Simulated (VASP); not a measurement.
# RbZrBr2 (P4/mmm) in VASP: further runs

One crystal, RbZrBr2, is run at these levels: PBE; tasks: single point, relaxation of cell and atoms.

All numbers are computed with VASP 6.6.1; they aren't measurements. Logs are shortened: lines on timing, memory, paths and dates and some standing lists are left out, and cuts for length are marked.

### 1 The crystal as given

Symmetry: P4/mmm, No. 123, tetragonal system. Conventional cell: a = 3.537 Å, b = 3.537 Å, c = 8.904 Å, α = 90.00°, β = 90.00°, γ = 90.00°. Rb (site symmetry 4/mmm) is surrounded by 4 Rb at 3.54 Å and 8 Br at 3.77 Å. Zr (site symmetry 4/mmm) has 8 Br at 2.99 Å as nearest neighbours. Br (site symmetry 4mm) has 4 Zr at 2.99 Å and 1 Br at 3.27 Å as nearest neighbours.

The cell was built by a generator and needn't be a form met in nature.

### 2 Single point, PBE

INCAR

```
SYSTEM = RbZrBr2
PREC = Accurate ; ENCUT = 520
EDIFF = 1E-6 ; ISMEAR = 0
SIGMA = 0.1 ; LREAL = .FALSE.
LASPH = .TRUE. ; NELM = 100
ALGO = Normal ; ISIF = 2
LWAVE = .FALSE. ; LCHARG = .FALSE.
GGA = PE ; NBANDS = 26
```

KPOINTS

```
regular mesh
0
G
  6 6 4
  0 0 0
```

POSCAR

```
RbZrBr2
1.0
    3.5370919788      0.0000000000      0.0000000000
    0.0000000000      3.5370919788      0.0000000000
    0.0000000000      0.0000000000      8.9041293606
Rb Zr Br
1 1 2
Direct
    0.0000000000      0.0000000000      0.5000000000
    0.0000000000      0.0000000000      0.0000000000
    0.5000000000      0.5000000000      0.1833448770
    0.5000000000      0.5000000000      0.8166551230
```

Potentials or basis: VASP PAW PBE potentials, release 64 (Rb_sv, Zr_sv, Br).

The run is started by

```
> cat potpaw_PBE.64/Rb_sv/POTCAR potpaw_PBE.64/Zr_sv/POTCAR potpaw_PBE.64/Br/POTCAR > POTCAR
> mpirun -np 1 vasp_std > vasp.out
```

OUTCAR:

```text
SYSTEM = RbZrBr2
   PREC = Accurate
   ENCUT = 520
   EDIFF = 1E-6
   ISMEAR = 0
   LREAL = .FALSE.
   LASPH = .TRUE.
   NELM = 100
   ISIF = 2
   GGA = PE

 ion  position               nearest neighbor table
   1  0.000  0.000  0.500-   3 3.77   4 3.77   3 3.77   4 3.77   3 3.77   4 3.77   3 3.77   4 3.77
                             2 4.45   2 4.45
   2  0.000  0.000  0.000-   3 2.99   4 2.99   3 2.99   4 2.99   3 2.99   4 2.99   3 2.99   4 2.99
                             1 4.45   1 4.45
   3  0.500  0.500  0.183-   2 2.99   2 2.99   2 2.99   2 2.99   1 3.77   1 3.77   1 3.77   1 3.77

   4  0.500  0.500  0.817-   2 2.99   2 2.99   2 2.99   2 2.99   1 3.77   1 3.77   1 3.77   1 3.77

  LATTYP: Found a simple tetragonal cell.
 ALAT       =     3.5370919788
 C/A-ratio  =     2.5173587269

  Lattice vectors:

 A1 = (   3.5370919788,   0.0000000000,   0.0000000000)
 A2 = (   0.0000000000,   3.5370919788,   0.0000000000)
 A3 = (   0.0000000000,   0.0000000000,   8.9041293606)

Analysis of symmetry for initial positions (statically):
=====================================================================
 Subroutine PRICEL returns:
 Original cell was already a primitive cell.

 Routine SETGRP: Setting up the symmetry group for a
 simple tetragonal supercell.

 Subroutine GETGRP returns: Found 16 space group operations
 (whereof 16 operations were pure point group operations)
 out of a pool of 16 trial point group operations.

The static configuration has the point symmetry D_4h.

Analysis of symmetry for dynamics (positions and initial velocities):
=====================================================================
 Subroutine PRICEL returns:
 Original cell was already a primitive cell.

 Routine SETGRP: Setting up the symmetry group for a
 simple tetragonal supercell.

 Subroutine GETGRP returns: Found 16 space group operations
 (whereof 16 operations were pure point group operations)
 out of a pool of 16 trial point group operations.

The dynamic configuration has the point symmetry D_4h.

 Subroutine INISYM returns: Found 16 space group operations
 (whereof 16 operations are pure point group operations),
 and found     1 'primitive' translations

----------------------------------------------------------------------------------------

                                     Primitive cell

  volume of cell :     111.3997

  direct lattice vectors                    reciprocal lattice vectors
     3.537091979  0.000000000  0.000000000     0.282718122  0.000000000  0.000000000
     0.000000000  3.537091979  0.000000000     0.000000000  0.282718122  0.000000000
     0.000000000  0.000000000  8.904129361     0.000000000  0.000000000  0.112307443

  length of vectors
     3.537091979  3.537091979  8.904129361     0.282718122  0.282718122  0.112307443

  position of ions in fractional coordinates (direct lattice)
     0.000000000  0.000000000  0.500000000
     0.000000000  0.000000000  0.000000000
     0.500000000  0.500000000  0.183344877
     0.500000000  0.500000000  0.816655123

  ion indices of the primitive-cell ions
   primitive index   ion index
                 1           1
                 2           2
                 3           3
                 4           4

----------------------------------------------------------------------------------------

 KPOINTS: regular mesh

Automatic generation of k-mesh.
 Grid dimensions read from file:
 generate k-points for:    6    6    4

 Generating k-lattice:

  Cartesian coordinates                     Fractional coordinates (reciprocal lattice)
     0.047119687  0.000000000  0.000000000     0.166666667  0.000000000  0.000000000
     0.000000000  0.047119687  0.000000000     0.000000000  0.166666667  0.000000000
     0.000000000  0.000000000  0.028076861     0.000000000  0.000000000  0.250000000

  Length of vectors
     0.047119687  0.047119687  0.028076861

  Shift w.r.t. Gamma in fractional coordinates (k-lattice)
     0.000000000  0.000000000  0.000000000

 Subroutine IBZKPT returns following result:
 ===========================================

 Found     30 irreducible k-points:

 Following reciprocal coordinates:
            Coordinates               Weight
  0.000000  0.000000  0.000000      1.000000
  0.166667  0.000000  0.000000      4.000000
  0.333333  0.000000  0.000000      4.000000
  0.500000  0.000000  0.000000      2.000000
  0.166667  0.166667  0.000000      4.000000
  0.333333  0.166667  0.000000      8.000000
[... 16 lines left out ...]
  0.333333  0.000000  0.500000      4.000000
  0.500000  0.000000  0.500000      2.000000
 [... further k-points ...]
   k-points           NKPTS =     30   k-points in BZ     NKDIM =     30   number of bands    NBANDS=     26
   number of dos      NEDOS =    301   number of ions     NIONS =      4
   total plane-waves  NPLWV =  54880
   dimension x,y,z NGX =    28 NGY =   28 NGZ =   70
   dimension x,y,z NGXF=    56 NGYF=   56 NGZF=  140
   ions per type =               1   1   2
   NGX,Y,Z   is equivalent  to a cutoff of  13.16, 13.16, 13.07 a.u.
   NGXF,Y,Z  is equivalent  to a cutoff of  26.32, 26.32, 26.14 a.u.
 SYSTEM =  RbZrBr2
   PREC   = accura    normal or accurate (medium, high low for compatibility)
   ISTART =      0    job   : 0-new  1-cont  2-samecut
   ICHARG =      2    charge: 1-file 2-atom 10-const
   ISPIN  =      1    spin polarized calculation?
   LNONCOLLINEAR =      F non collinear calculations
   LSORBIT =      F    spin-orbit coupling
   LASPH  =      T    aspherical Exc in radial PAW
   ENCUT  =  520.0 eV  38.22 Ry    6.18 a.u.   6.58  6.58 16.56*2*pi/ulx,y,z
   NELM   =    100;   NELMIN=  2; NELMDL= -5     # of ELM steps
   EDIFF  = 0.1E-05   stopping-criterion for ELM
   LREAL  =      F    real-space projection
   EDIFFG = 0.1E-04   stopping-criterion for IOM
   NSW    =      0    number of steps for IOM
   IBRION =     -1    ionic relax: 0-MD 1-quasi-New 2-CG
   NFREE  =      0    steps in history (QN), initial steepest desc. (CG)
   ISIF   =      2    stress and relaxation
   ISYM   =      2    0-nonsym 1-usesym 2-fastsym
   POTIM  = 0.5000    time-step for ionic-motion
   TEBEG  =    0.0;   TEEND  =   0.0 temperature during run
   PSTRESS=    0.0 pullay stress
   NELECT =      35.0000    total number of electrons
   NUPDOWN=      -1.0000    fix difference up-down
   EMIN   =  10.00;   EMAX   =-10.00  energy-range for DOS
   EFERMI =   0.00;   METHOD = LEGACY
   ISMEAR =     0;   SIGMA  =   0.10  broadening in eV -4-tet -1-fermi 0-gaus
   EFERMI_NEDOS =   21; number of points for ismear=-14 and -15
   IALGO  =     38    algorithm
   IMIX   =      4    mixing-type and parameters
     AMIX     =   0.40;   BMIX     =  1.00
     AMIX_MAG =   1.60;   BMIX_MAG =  1.00
  volume/ion in A,a.u.               =      27.85       187.94
  Fermi-wavevector in a.u.,A,eV,Ry     =   1.112934  2.103141 16.852480  1.238622
  Thomas-Fermi vector in A             =   2.249514
   LORBIT       =      0    0 simple, 1 ext, 2 COOP (PROOUT), +10 PAW based schemes
   GGA     = PE    functional components
   LHFCALC =     F    Hartree Fock is set to
   AEXX    =    0.0000 exact exchange contribution
   IVDW    =     0    specifies the selected vdW correction
   LEPSILON=     F    determine dielectric tensor
   LRPA    =     F    only Hartree local field effects (RPA)
 non-spin polarized calculation
 Gauss-broadening in eV      SIGMA  =   0.10
  energy-cutoff  :      520.00
  volume of cell :      111.40
 maximum number of plane-waves:      3058
 NGX is ok and might be reduce to    28
   NGX = 13   NGY = 13   NGZ = 33

 number of electron      34.9999994 magnetization

 Free energy of the ion-electron system (eV)
  ---------------------------------------------------
  ext. energy  EPLUGINS =         0.00000000
  ---------------------------------------------------
  free energy    TOTEN  =       -15.41783128 eV

  energy without entropy =      -15.40707424  energy(sigma->0) =      -15.41245276

 E-fermi :   6.2167     XC(G=0):  -9.2390

 val. band max:        6.2007537292   @ k =   0.3333   0.0000   0.5000
 cond. band min:       6.2232102696   @ k =   0.5000   0.5000   0.2500
 fundamental gap:      0.0224565404
 Fermi energy:         6.2167453651

 k-point     1 :       0.0000    0.0000    0.0000
  band No.  band energies     occupation
      1     -44.2343      2.00000
      2     -23.6121      2.00000
      3     -22.2577      2.00000
      4     -22.2102      2.00000
      5     -22.2102      2.00000
      6     -12.1752      2.00000
[... 18 lines left out ...]
     25       8.4801      0.00000
     26      10.5265      0.00000

 k-point     2 :       0.1667    0.0000    0.0000
  band No.  band energies     occupation
      1     -44.2307      2.00000
      2     -23.5860      2.00000
      3     -22.2700      2.00000
      4     -22.2480      2.00000
      5     -22.2047      2.00000
      6     -12.0518      2.00000
[... 18 lines left out ...]
     25       9.7320      0.00000
     26      10.1930      0.00000

 k-point     3 :       0.3333    0.0000    0.0000
  band No.  band energies     occupation
      1     -44.2235      2.00000
      2     -23.5330      2.00000
      3     -22.3872      2.00000
      4     -22.2287      2.00000
      5     -22.1937      2.00000
      6     -11.7912      2.00000
[... 18 lines left out ...]
     25       9.6392      0.00000
     26       9.8762      0.00000

 k-point     4 :       0.5000    0.0000    0.0000
  band No.  band energies     occupation
      1     -44.2199      2.00000
      2     -23.5061      2.00000
      3     -22.4447      2.00000
      4     -22.2190      2.00000
      5     -22.1882      2.00000
      6     -11.6526      2.00000
[... 18 lines left out ...]
     25       9.8596      0.00000
     26       9.9549      0.00000
[... 496 lines left out ...]
      1     -44.2307      2.00000
      2     -23.5860      2.00000
      3     -22.2700      2.00000
      4     -22.2480      2.00000
      5     -22.2047      2.00000
      6     -12.0638      2.00000
[... 18 lines left out ...]
     25       9.2220      0.00000
     26      10.6572      0.00000

 k-point    23 :       0.3333    0.0000    0.5000
  band No.  band energies     occupation
      1     -44.2235      2.00000
      2     -23.5330      2.00000
      3     -22.3872      2.00000
      4     -22.2287      2.00000
      5     -22.1937      2.00000
      6     -11.7900      2.00000
[... 18 lines left out ...]
     25       9.5396      0.00000
     26       9.7677      0.00000

 k-point    24 :       0.5000    0.0000    0.5000
  band No.  band energies     occupation
      1     -44.2199      2.00000
      2     -23.5061      2.00000
      3     -22.4447      2.00000
      4     -22.2190      2.00000
      5     -22.1882      2.00000
      6     -11.6423      2.00000
[... 18 lines left out ...]
     25       9.6541      0.00000
     26       9.8704      0.00000

 [... further k-points ...]
[... 5 lines left out ...]
  --------------------------------------------------------------------------------------
  -------------------------------------------------------------------------------------
  Total       -0.1423333     -0.1423333      0.0415506      0.0000000     -0.0000000      0.0000000
  in kB       -2.0470717     -2.0470717      0.5975906      0.0000000     -0.0000000      0.0000000
  external PRESSURE =      -1.1655176 kB  Pullay stress =       0.0000000 kB

 VOLUME and BASIS-vectors are now :
 -----------------------------------------------------------------------------
  energy-cutoff  :      520.00
  volume of cell :      111.40
      direct lattice vectors                 reciprocal lattice vectors
     3.537091979  0.000000000  0.000000000     0.282718122  0.000000000  0.000000000
     0.000000000  3.537091979  0.000000000     0.000000000  0.282718122  0.000000000
     0.000000000  0.000000000  8.904129361     0.000000000  0.000000000  0.112307443

 POSITION                                       TOTAL-FORCE (eV/Angst)
 -----------------------------------------------------------------------------------
      0.00000      0.00000      4.45206        -0.000000     -0.000000      0.000000
      0.00000      0.00000      0.00000        -0.000000     -0.000000      0.000000
      1.76855      1.76855      1.63253        -0.000000     -0.000000     -0.003210
      1.76855      1.76855      7.27160         0.000000      0.000000      0.003210
 -----------------------------------------------------------------------------------
    total drift:                                0.000000      0.000000     -0.000000

  FREE ENERGIE OF THE ION-ELECTRON SYSTEM (eV)
  ---------------------------------------------------
  free  energy   TOTEN  =       -15.4178312766 eV

  energy  without entropy=      -15.4070742446  energy(sigma->0) =      -15.41245276
```

Wall time 49 s (1 thread of AMD EPYC 9R14 (Zen 4), shared host); peak memory 0.24 GiB.

Results:

| Quantity | Value |
| --- | --- |
| Free energy | -15.4178 eV |
| Pressure | -0.1 GPa |
| Largest force | 0.003 eV/Å |
| Band gap on the k mesh | none (metal or under the smearing width) |

Forces on the atoms (eV/Å):
```
Rb   0.000  0.000  0.000
Zr   0.000  0.000  0.000
Br   0.000  0.000 -0.003
Br   0.000  0.000  0.003
```

Levels at points of the mesh, in eV from the Fermi level:
| k point | band 14 | band 15 | band 16 | band 17 | band 18 | band 19 | band 20 | band 21 |
| --- | --- | --- | --- | --- | --- | --- | --- | --- |
| (0.00, 0.00, 0.00) | -5.02 | -4.86 | -4.86 | -2.58 | -1.58 | -0.73 | 1.05 | 1.17 |
| (0.50, 0.00, 0.00) | -5.40 | -5.17 | -4.28 | -2.00 | 0.09 | 0.35 | 1.01 | 1.03 |
| (0.50, 0.50, 0.00) | -7.01 | -7.01 | -4.63 | -1.09 | -0.31 | 0.84 | 0.84 | 2.11 |
| (0.00, 0.00, 0.50) | -5.00 | -4.88 | -4.88 | -2.58 | -0.70 | -0.56 | 0.56 | 1.05 |
| (0.50, 0.00, 0.50) | -5.29 | -5.17 | -4.29 | -1.84 | 0.23 | 0.36 | 1.05 | 1.06 |
| (0.50, 0.50, 0.50) | -7.05 | -7.04 | -4.83 | -0.89 | 0.45 | 1.25 | 1.25 | 1.32 |

Caveat: an odd number of electrons without spin polarisation forces a metal; a magnetic or distorted state may lie lower.

### 3 Relaxation of cell and atoms, PBE

This run uses another cell than the first one, of 20.21 Å³/atom, 0.726 times its volume.

INCAR

```
SYSTEM = RbZrBr2
PREC     = Accurate       ! precision mode
ENCUT    = 600            ! plane-wave cutoff, eV
EDIFF    = 1E-7           ! SCF threshold, eV
ISMEAR   = 0              ! smearing method
SIGMA    = 0.1            ! smearing width, eV
LREAL    = .False.        ! projectors in reciprocal space
LASPH    = .True.         ! aspherical terms in the spheres
NELM     = 100            ! most SCF steps
ALGO     = Normal         ! electronic algorithm
ISIF     = 3              ! what is computed and relaxed
LWAVE    = .False.        ! write WAVECAR
LCHARG   = .False.        ! write CHGCAR
GGA      = PE             ! functional
IBRION   = 2              ! ionic algorithm
NSW      = 90             ! ionic steps
EDIFFG   = -0.04          ! ionic threshold
```

KPOINTS

```
regular mesh
0
Gamma
  6 6 4
  0 0 0
```

POSCAR

```
RbZrBr2
1.0
    3.3705311800      0.0000000000      0.0000000000
    0.0000000000      3.3705311800      0.0000000000
    0.0000000000      0.0000000000      7.1151904700
Rb Zr Br
1 1 2
Direct
    0.0000000000      0.0000000000      0.5000000000
    0.0000000000      0.0000000000      0.0000000000
    0.5000000000      0.5000000000      0.2302660900
    0.5000000000      0.5000000000      0.7697339100
```

Potentials or basis: VASP PAW PBE potentials, release 64 (Rb_sv, Zr_sv, Br).

The run is started by

```
> cat potpaw_PBE.64/Rb_sv/POTCAR potpaw_PBE.64/Zr_sv/POTCAR potpaw_PBE.64/Br/POTCAR > POTCAR
> mpirun -np 1 vasp_std > vasp.out
```

Run time: 7 min. Hardware: 1 thread of AMD EPYC 9R14 (Zen 4), shared host; peak memory 0.23 GiB.

It converged, with:

* Free energy: -15.4126 eV
* Relaxed volume: 27.82 Å³/atom
* Relaxed cell: a = 3.529 Å, b = 3.529 Å, c = 8.937 Å, α = 90.00°, β = 90.00°, γ = 90.00°
* Space group after relaxing (to 0.05 Å): P4/mmm (No. 123)
* Energy gained by relaxing: 331.2 meV/atom
* Ionic steps: 15
* Pressure after relaxing: 0.0 GPa
* Largest force after relaxing: 0.016 eV/Å
* Band gap on the k mesh: none (metal or under the smearing width)

Forces in eV/Å, atoms in the order of the input:
```
Rb   0.000  0.000  0.000
Zr   0.000  0.000  0.000
Br   0.000  0.000  0.016
Br   0.000  0.000 -0.016
```

Stress tensor (GPa, compression positive):
```
-0.03  0.00  0.00
 0.00 -0.03  0.00
 0.00  0.00  0.06
```

Step by step:
```
step  energy change (eV)  largest force (eV/Å)  pressure (GPa)  volume (Å³)
   1              0.0000                1.2127           17.12        80.83
   2             -1.0688                0.7049           -1.37       108.79
   3             -1.0772                0.7441           -0.45       105.19
   4             -1.0773                0.7380           -0.59       105.73
   5             -1.1391                0.6278           -0.45       105.16
   6             -1.2532                0.2534            0.57       103.36
   7             -1.0769                1.1099            6.01        99.46
   8             -1.2673                0.0581            1.26       102.71
   9             -1.2976                0.1468           -0.03       107.67
  10             -1.3003                0.1775           -0.56       109.80
  11             -1.3155                0.1217           -0.52       111.09
  12             -1.3226                0.0493           -0.45       112.30
  13             -1.3230                0.0256           -0.42       112.65
  14             -1.3217                0.0737            0.59       109.51
  15             -1.3248                0.0157            0.00       111.29
```

Final structure:
```
Rb Zr Br
1.0
     3.52885    0.00000    0.00000
     0.00000    3.52885    0.00000
     0.00000    0.00000    8.93675
Rb Zr Br
1 1 2
Direct
  0.00000 0.00000 0.50000
  0.00000 0.00000 0.00000
  0.50000 0.50000 0.18248
  0.50000 0.50000 0.81752
```

Levels at points of the mesh, in eV from the Fermi level:
```tsv
k point	band 13	band 14	band 15	band 16	band 17	band 18	band 19	band 20	band 21
(0.00, 0.00, 0.00)	-5.01	-5.01	-4.85	-4.85	-2.59	-1.59	-0.71	1.07	1.17
(0.50, 0.00, 0.00)	-6.81	-5.40	-5.17	-4.27	-2.01	0.10	0.36	1.01	1.05
(0.50, 0.50, 0.00)	-7.11	-7.02	-7.02	-4.62	-1.08	-0.32	0.85	0.85	2.12
(0.00, 0.00, 0.50)	-5.00	-5.00	-4.87	-4.87	-2.59	-0.69	-0.59	0.59	1.07
(0.50, 0.00, 0.50)	-6.89	-5.29	-5.16	-4.27	-1.85	0.25	0.37	1.04	1.08
(0.50, 0.50, 0.50)	-7.06	-7.06	-7.05	-4.82	-0.89	0.40	1.26	1.26	1.33
```

Caveat: the volume moved by over 15 % at a fixed basis, so the end points are rough; an odd number of electrons without spin polarisation forces a metal; a magnetic or distorted state may lie lower.
